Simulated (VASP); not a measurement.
Method: PBEsol GGA, VASP's PBE PAW potentials (set 64) (plane waves; VASP).

A VASP calculation is set up with these files.

File POSCAR:
```
As
1
    3.0904235805    -0.0000000000     0.0000000000
   -1.5452117903     2.6763861912     0.0000000000
    0.0000000000    -0.0000000000     4.4776254914
As
2
Direct
  0.3333330000   0.6666670000   0.2500000000
  0.6666670000   0.3333330000   0.7500000000
```

**KPOINTS**
```
K-points
0
gamma
15 15 9
```

### INCAR
```
LMAXMIX = 4
ALGO = Normal   # blocked Davidson
ENCUT = 400   # plane-wave cut-off (eV)
LCHARG = .TRUE.
ISIF = 2
ISMEAR = -5   # tetrahedra, Bloechl
NELM = 100   # most electronic steps
GGA = PS
SYSTEM = As
LREAL = .FALSE.
PREC = Accurate
LWAVE = .FALSE.
EDIFF = 1E-7   # SCF stop (eV)
LASPH = .TRUE.   # aspherical one-centre terms
LORBIT = 11   # lm-projected
NEDOS = 601   # DOS grid
```

POTCAR, in this order: As (PBE.64 set). Program: vasp_std.

What VASP printed:

OSZICAR:
```
       N       E                     dE             d eps       ncg     rms          rms(c)
DAV:   1     0.226071378067E+02    0.22607E+02   -0.37920E+03  2430   0.757E+02
DAV:   2    -0.841931161874E+01   -0.31026E+02   -0.30447E+02  3704   0.112E+02
DAV:   3    -0.934582362660E+01   -0.92651E+00   -0.90860E+00  2874   0.224E+01
DAV:   4    -0.935066236082E+01   -0.48387E-02   -0.47800E-02  2919   0.149E+00
DAV:   5    -0.935067038864E+01   -0.80278E-05   -0.77646E-05  2687   0.605E-02    0.293E+00
DAV:   6    -0.934097361726E+01    0.96968E-02   -0.48428E-03  2597   0.427E-01    0.171E+00
DAV:   7    -0.933613356116E+01    0.48401E-02   -0.89205E-03  2513   0.578E-01    0.584E-02
DAV:   8    -0.933613335968E+01    0.20148E-06   -0.77433E-05  2570   0.785E-02    0.105E-02
DAV:   9    -0.933613391310E+01   -0.55342E-06   -0.88728E-07  3393   0.725E-03    0.299E-03
DAV:  10    -0.933613299114E+01    0.92196E-06   -0.19300E-07  1861   0.301E-03    0.457E-04
DAV:  11    -0.933613293567E+01    0.55477E-07   -0.86849E-09  1336   0.900E-04
   1 F= -.93361329E+01 E0= -.93361329E+01  d E =0.000000E+00
```

OUTCAR:
```
------------------------ aborting loop because EDIFF is reached ----------------------------------------
  FORCE on cell =-STRESS in cart. coord.  units (eV):
  Direction    XX          YY          ZZ          XY          YZ          ZX
  --------------------------------------------------------------------------------------
  Total        0.0998487      0.0998488     -0.1509883     -0.0000000     -0.0000000      0.0000000
  in kB        4.3195498      4.3195526     -6.5318972     -0.0000000     -0.0000000      0.0000000
  external PRESSURE =       0.7024017 kB  Pullay stress =       0.0000000 kB
  volume of cell :       37.04
      direct lattice vectors                 reciprocal lattice vectors
     3.090423580  0.000000000  0.000000000     0.323580239  0.186819078  0.000000000
    -1.545211790  2.676386191  0.000000000     0.000000000  0.373638156  0.000000000
     0.000000000  0.000000000  4.477625491     0.000000000  0.000000000  0.223332657
 POSITION                                       TOTAL-FORCE (eV/Angst)
 -----------------------------------------------------------------------------------
     -0.00000      1.78426      1.11941         0.000000      0.000000      0.000000
      1.54521      0.89213      3.35822        -0.000000     -0.000000      0.000000
 -----------------------------------------------------------------------------------
    total drift:                                0.000045     -0.000026      0.000073
  FREE ENERGIE OF THE ION-ELECTRON SYSTEM (eV)
  ---------------------------------------------------
  free  energy   TOTEN  =        -9.3361329357 eV

  energy  without entropy=       -9.3361329357  energy(sigma->0) =       -9.33613294

 total charge

# of ion       s       p       d       tot
------------------------------------------
    1        1.345   1.228   0.054   2.627
    2        1.345   1.228   0.054   2.627
--------------------------------------------------
tot          2.690   2.456   0.108   5.254
```
(Selected blocks of OUTCAR.)

For a metal the tetrahedron method with Blöchl corrections gives inexact stress and forces.

The structure was generated: As was put into the hcp type (P6_3/mmc), which need not be its known phase. It was relaxed first.
